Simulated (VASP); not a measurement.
CdS (space group Pmmn): computed properties

Calculation: r2SCAN meta-GGA, VASP's PBE PAW potentials (set 64) (plane waves; VASP).

* **space group**: Pmmn (59)
* **cell**: a = 3.8563 Å, b = 5.4489 Å, c = 3.8543 Å, α = β = γ = 90.00°
* **volume per atom**: 20.25 Å^3/atom
* **band gap (over mesh and band path)**: 0.73 eV
* **smallest direct gap (over mesh and band path)**: 1.50 eV
* **density**: 5.92 g/cm³

```yaml
crystal:
  lattice:
    - [3.85631, 0.00000, 0.00000]
    - [0.00000, 5.44895, 0.00000]
    - [0.00000, 0.00000, 3.85431]
  atoms:
    - { symbol: Cd, position: [0.50000, 0.50000, 0.24790] }
    - { symbol: Cd, position: [0.00000, 0.00000, 0.75210] }
    - { symbol: S, position: [0.50000, 0.00000, 0.25057] }
    - { symbol: S, position: [0.00000, 0.50000, 0.74943] }
```

The structure comes from a computed database's CdS entry (Pmmn); how it stands against other phases isn't given here. It was relaxed first. Symmetry was kept, so distortions that lower it aren't found.
